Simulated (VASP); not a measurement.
Output of a VASP run:

### OUTCAR
```
 ion  position               nearest neighbor table
   1  0.000  0.000  0.000-   2 3.09   3 3.09   3 3.09   3 3.09   3 3.09   2 3.09   2 3.09   2 3.09
  LATTYP: Found a face centered cubic cell.
 ALAT       =     7.1309901484
 Subroutine PRICEL returns:
 Original cell was already a primitive cell.
 Subroutine GETGRP returns: Found 48 space group operations
The static configuration has the point symmetry O_h .
The dynamic configuration has the point symmetry O_h .
 Subroutine INISYM returns: Found 48 space group operations
 Subroutine IBZKPT returns following result:
 Found     10 irreducible k-points:

 Following reciprocal coordinates:
            Coordinates               Weight
  0.000000  0.000000  0.000000      1.000000
  0.200000  0.000000  0.000000      8.000000
  0.400000  0.000000  0.000000      8.000000
  0.200000  0.200000  0.000000      6.000000
  0.400000  0.200000  0.000000     24.000000
 -0.400000  0.200000  0.000000     24.000000
 -0.200000  0.200000  0.000000     12.000000
  0.400000  0.400000  0.000000      6.000000
 -0.400000  0.400000  0.000000     12.000000
 -0.400000  0.400000  0.200000     24.000000
   k-points           NKPTS =     10   k-points in BZ     NKDIM =     10   number of bands    NBANDS=     16
   number of dos      NEDOS =    301   number of ions     NIONS =      3
   total plane-waves  NPLWV =  64000
   dimension x,y,z NGX =    40 NGY =   40 NGZ =   40
   dimension x,y,z NGXF=    80 NGYF=   80 NGZF=   80
   ions per type =               1   2
   PREC   = accura    normal or accurate (medium, high low for compatibility)
   ISTART =      0    job   : 0-new  1-cont  2-samecut
   ICHARG =      2    charge: 1-file 2-atom 10-const
   ISPIN  =      1    spin polarized calculation?
   LNONCOLLINEAR =      F non collinear calculations
   LSORBIT =      F    spin-orbit coupling
   INIWAV =      1    electr: 0-lowe 1-rand  2-diag
   ENCUT  =  520.0 eV  38.22 Ry    6.18 a.u.   9.38  9.38  9.38*2*pi/ulx,y,z
   NELM   =    100;   NELMIN=  2; NELMDL= -5     # of ELM steps
   EDIFF  = 0.1E-05   stopping-criterion for ELM
   LREAL  =      F    real-space projection
   NLSPLINE    = F    spline interpolate recip. space projectors
   LMAXMIX     =    4 max onsite mixed and CHGCAR
   VOSKOWN=      0    Vosko Wilk Nusair interpolation
   EDIFFG = -.2E-01   stopping-criterion for IOM
   NSW    =     60    number of steps for IOM
   NBLOCK =      1;   KBLOCK =     60    inner block; outer block
   IBRION =      2    ionic relax: 0-MD 1-quasi-New 2-CG
   NFREE  =      1    steps in history (QN), initial steepest desc. (CG)
   ISIF   =      3    stress and relaxation
   ISYM   =      2    0-nonsym 1-usesym 2-fastsym
   TEIN   =    0.0    initial temperature
   TEBEG  =    0.0;   TEEND  =   0.0 temperature during run
   SMASS  =  -3.00    Nose mass-parameter (am)
   PSTRESS=    0.0 pullay stress
   NELECT =      24.0000    total number of electrons
   EFERMI =   0.00;   METHOD = LEGACY
   ISMEAR =     0;   SIGMA  =   0.05  broadening in eV -4-tet -1-fermi 0-gaus
   IALGO  =     38    algorithm
   LDIAG  =      T    sub-space diagonalisation (order eigenvalues)
   IMIX   =      4    mixing-type and parameters
     AMIX     =   0.40;   BMIX     =  1.00
     AMIX_MAG =   1.60;   BMIX_MAG =  1.00
     AMIN     =   0.10
   GGA     = RE    functional components
   VOSKOWN =     0    Vosko Wilk Nusair interpolation
   LHFCALC =     F    Hartree Fock is set to
   LHFONE  =     F    Hartree Fock one center treatment
   AEXX    =    0.0000 exact exchange contribution
   IVDW    =     0    specifies the selected vdW correction
   LEPSILON=     F    determine dielectric tensor
   LRPA    =     F    only Hartree local field effects (RPA)
  energy-cutoff  :      520.00
  volume of cell :       90.65
      direct lattice vectors                 reciprocal lattice vectors
     0.000000000  3.565495074  3.565495074    -0.140232980  0.140232980  0.140232980
     3.565495074  0.000000000  3.565495074     0.140232980 -0.140232980  0.140232980
     3.565495074  3.565495074  0.000000000     0.140232980  0.140232980 -0.140232980
 k-point     1 :   0.0000 0.0000 0.0000  plane waves:    2421
...
```

**OSZICAR**
```
       N       E                     dE             d eps       ncg     rms          rms(c)
DAV:   1     0.151556308591E+03    0.15156E+03   -0.11356E+04   320   0.132E+03
DAV:   2    -0.288048201216E+01   -0.15444E+03   -0.15099E+03   440   0.248E+02
DAV:   3    -0.121499552099E+02   -0.92695E+01   -0.92624E+01   448   0.650E+01
DAV:   4    -0.124078737853E+02   -0.25792E+00   -0.25782E+00   544   0.915E+00
DAV:   5    -0.124096360917E+02   -0.17623E-02   -0.17623E-02   456   0.728E-01    0.109E+01
DAV:   6    -0.120950140305E+02    0.31462E+00   -0.88329E-01   440   0.543E+00    0.724E+00
DAV:   7    -0.121289557578E+02   -0.33942E-01   -0.49267E-01   512   0.451E+00    0.225E+00
DAV:   8    -0.121486877509E+02   -0.19732E-01   -0.65588E-02   408   0.165E+00    0.365E-01
DAV:   9    -0.121513242030E+02   -0.26365E-02   -0.29739E-03   464   0.333E-01    0.143E-01
DAV:  10    -0.121543700092E+02   -0.30458E-02   -0.31901E-03   384   0.378E-01    0.355E-02
DAV:  11    -0.121545130882E+02   -0.14308E-03   -0.18113E-04   464   0.783E-02    0.398E-02
DAV:  12    -0.121545428500E+02   -0.29762E-04   -0.38638E-05   360   0.400E-02    0.957E-03
DAV:  13    -0.121545481690E+02   -0.53190E-05   -0.95177E-06   464   0.207E-02    0.423E-03
DAV:  14    -0.121545483139E+02   -0.14484E-06   -0.38993E-07   296   0.537E-03
   1 F= -.12154548E+02 E0= -.12154548E+02  d E =-.121545E+02
       N       E                     dE             d eps       ncg     rms          rms(c)
DAV:   1    -0.121627021595E+02   -0.81540E-02   -0.17594E-01   432   0.296E+00    0.597E-01
DAV:   2    -0.121565353067E+02    0.61669E-02   -0.15132E-02   392   0.795E-01    0.209E-01
DAV:   3    -0.121552154935E+02    0.13198E-02   -0.39621E-03   584   0.380E-01    0.142E-01
DAV:   4    -0.121552026866E+02    0.12807E-04   -0.34642E-04   592   0.102E-01    0.894E-02
DAV:   5    -0.121552210698E+02   -0.18383E-04   -0.93675E-05   592   0.529E-02    0.300E-02
DAV:   6    -0.121552195185E+02    0.15513E-05   -0.41198E-06   448   0.159E-02    0.424E-03
DAV:   7    -0.121552185426E+02    0.97586E-06   -0.44614E-07   328   0.584E-03
   2 F= -.12155219E+02 E0= -.12155219E+02  d E =-.670229E-03
```

OUTCAR:
```
------------------------ aborting loop because EDIFF is reached ----------------------------------------
  FORCE on cell =-STRESS in cart. coord.  units (eV):
  Direction    XX          YY          ZZ          XY          YZ          ZX
  --------------------------------------------------------------------------------------
  Total        0.0300225      0.0300225      0.0300225      0.0000000      0.0000000      0.0000000
  in kB        0.5267676      0.5267676      0.5267676      0.0000000      0.0000000      0.0000000
  external PRESSURE =       0.5267676 kB  Pullay stress =       0.0000000 kB
  volume of cell :       91.31
      direct lattice vectors                 reciprocal lattice vectors
     0.000000000  3.574123055  3.574123055    -0.139894456  0.139894456  0.139894456
     3.574123055  0.000000000  3.574123055     0.139894456 -0.139894456  0.139894456
     3.574123055  3.574123055  0.000000000     0.139894456  0.139894456 -0.139894456
 POSITION                                       TOTAL-FORCE (eV/Angst)
 -----------------------------------------------------------------------------------
      0.00000      3.57412      3.57412         0.000000     -0.000000     -0.000000
      1.78706      1.78706      1.78706        -0.000000     -0.000000     -0.000000
      5.36118      5.36118      5.36118         0.000000      0.000000      0.000000
 -----------------------------------------------------------------------------------
    total drift:                               -0.000000     -0.000000      0.000000
  FREE ENERGIE OF THE ION-ELECTRON SYSTEM (eV)
  ---------------------------------------------------
  free  energy   TOTEN  =       -12.1552185426 eV

  energy  without entropy=      -12.1552185426  energy(sigma->0) =      -12.15521854

 reached required accuracy - stopping structural energy minimisation
```
(Selected blocks of OUTCAR.)

**POSCAR**
```
SrCl2
1
   -0.0000000000     3.5654950742     3.5654950742
    3.5654950742    -0.0000000000     3.5654950742
    3.5654950742     3.5654950742     0.0000000000
Sr Cl
1 2
Direct
  1.0000000000   0.0000000000   1.0000000000
  0.2500000000   0.2500000000   0.2500000000
  0.7500000000   0.7500000000   0.7500000000
```

Task: Reconstruct the remaining input files.

Result: One answer among several that fit: the input of the run itself, revPBE GGA, plane waves, VASP's PBE PAW potentials (set 64).

INCAR:
```
! general
SYSTEM =SrCl2
PREC   =Accurate
ENCUT  =520   ! plane-wave cut-off (eV)
LREAL  =.FALSE.   ! projection in real space or not
LASPH  =.TRUE.

! electronic loop
EDIFF  =1E-6   ! SCF stop (eV)
NELM   =100   ! most electronic steps
ALGO   =Normal   ! blocked Davidson
LMAXMIX=4   ! l cut-off of mixed one-centre charges

! smearing
ISMEAR =0
SIGMA  =0.05   ! width (eV)

! functional
GGA    =RE   ! revPBE

! ions
IBRION =2
NSW    =60
ISIF   =3   ! ions, shape and volume
EDIFFG =-0.02   ! ionic stop

! output
LWAVE  =.FALSE.
LCHARG =.FALSE.
```

**KPOINTS**
```
Automatic mesh
0
Gamma
 5 5 5
0 0 0
```

POTCAR, in this order: Sr_sv Cl (PBE.64 set). Program: vasp_std.

The compound is SrCl2 in the fluorite structure. This run relaxes it. Symmetry was kept, so distortions that lower it aren't found. The start is the result of an earlier pass.
